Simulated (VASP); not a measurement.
VASP input:

**INCAR**
```
SYSTEM = Cu2S
PREC = Accurate
ENCUT = 400
EDIFF = 1E-7
NELM = 100
ALGO = Normal
LREAL = .FALSE.
LASPH = .TRUE.
ISMEAR = -5
GGA = PS
LMAXMIX = 4
LWAVE = .FALSE.
LCHARG = .TRUE.
LORBIT = 11
NEDOS = 601
ISIF = 2
LEFG = .TRUE.
```

**POSCAR**
```
Cu2S
1
   -3.2478878947     3.2478878947     1.9237907202
    3.2478878947    -3.2478878947     1.9237907202
    3.2478878947     3.2478878947    -1.9237907202
Cu S
4 2
Direct
  0.8750000000   0.0396212487   0.6646212487
  0.9603787513   0.6250000000   0.8353787513
  0.3750000000   0.2103787513   0.3353787513
  0.7896212487   0.1250000000   0.1646212487
  0.2500000000   0.7500000000   0.5000000000
  0.5000000000   0.5000000000   0.0000000000
```

**KPOINTS**
```
kpoints
0
G
 10 10 10
0 0 0
```

POTCAR, in this order: Cu S (PBE.64 set). Program: vasp_std.

Q: Translate this PBEsol calculation to Quantum ESPRESSO's pw.x.

A: One equivalent input (not run):
```
&CONTROL
  calculation = 'scf'
  pseudo_dir = './pseudo'
  outdir = './out'
  tprnfor = .true.
  tstress = .true.
/
&SYSTEM
  ibrav = 0
  nat = 6
  ntyp = 2
  ecutwfc = 92
  occupations = 'tetrahedra'
  input_dft = 'pbesol'
/
&ELECTRONS
  conv_thr = 7.3e-09
  electron_maxstep = 100
/
ATOMIC_SPECIES
  Cu 63.546 Cu.upf
  S 32.060 S.upf
CELL_PARAMETERS angstrom
    -3.2478879    3.2478879    1.9237907
     3.2478879   -3.2478879    1.9237907
     3.2478879    3.2478879   -1.9237907
ATOMIC_POSITIONS crystal
  Cu   0.8750000  0.0396212  0.6646212
  Cu   0.9603788  0.6250000  0.8353788
  Cu   0.3750000  0.2103788  0.3353788
  Cu   0.7896212  0.1250000  0.1646212
  S    0.2500000  0.7500000  0.5000000
  S    0.5000000  0.5000000  0.0000000
K_POINTS automatic
  10 10 10 0 0 0
```
Limits of the translation: the potentials are each code's own (VASP's PAW set, PseudoDojo norm-conserving files in pw.x), so ENCUT and ecutwfc are chosen apart and not converted; conv_thr bounds pw.x's estimated SCF error, while EDIFF bounds the energy change between steps; the field gradients of LEFG aren't asked of the other code.

The structure comes from a computed database's Cu2S entry (I-42d); how it stands against other phases isn't given here. It was relaxed first.
